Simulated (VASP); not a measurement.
Crystal: HfBrF3.

```
CELL_PARAMETERS angstrom
4.31379 0.00000 0.00000
0.00000 4.31379 0.00000
0.00000 0.00000 4.31379
ATOMIC_POSITIONS crystal
Hf 0.00000 0.00000 0.00000
Br 0.50000 0.50000 0.50000
F 0.50000 0.50000 0.00000
F 0.50000 0.00000 0.50000
F 0.00000 0.50000 0.50000
```

The cell was built by a generator and needn't be a form met in nature.

The cell isn't the ideal one: species swapped into the SrTaO3 type (Pm-3m, No. 221).

| Quantity | Value |
| --- | --- |
| Program | VASP 6.6.1 |
| Task | relaxation of cell and atoms |
| Functional | PBE |
| Potentials or basis | VASP PAW PBE potentials, release 64 (Hf_pv, Br, F) |
| Cutoff | 600 eV |
| k mesh | 4 × 4 × 4 |
| Occupations | gaussian, width 0.1 eV |
| Spin | no spin polarisation |

At the start: pressure 13.6 GPa; volume 16.05 Å³/atom.

Task: Where does the relaxation end?

Result: Over 3 steps the energy falls by 106.0 meV/atom and the volume is 18.95 Å³/atom (+18.0 %); space group Pm-3m (No. 221, to 0.05 Å).

The path:
```csv
step,energy change (eV),largest force (eV/Å),pressure (GPa),volume (Å³)
1,0.0000,0.0000,13.55,80.27
2,-0.5213,0.0000,-1.23,97.11
3,-0.5299,0.0000,0.09,94.75
```

Final structure:
```
Hf Br F
1.0
     4.55884    0.00000    0.00000
     0.00000    4.55884    0.00000
     0.00000    0.00000    4.55884
Hf Br F
1 1 3
Cartesian
  0.0000 0.0000 0.0000
  2.2794 2.2794 2.2794
  2.2794 2.2794 0.0000
  2.2794 0.0000 2.2794
  0.0000 2.2794 2.2794
```

Caveat: the k mesh is coarse (spacing up to 0.36 Å⁻¹), so the values aren't converged; the volume moved by over 15 % at a fixed basis, so the end points are rough.
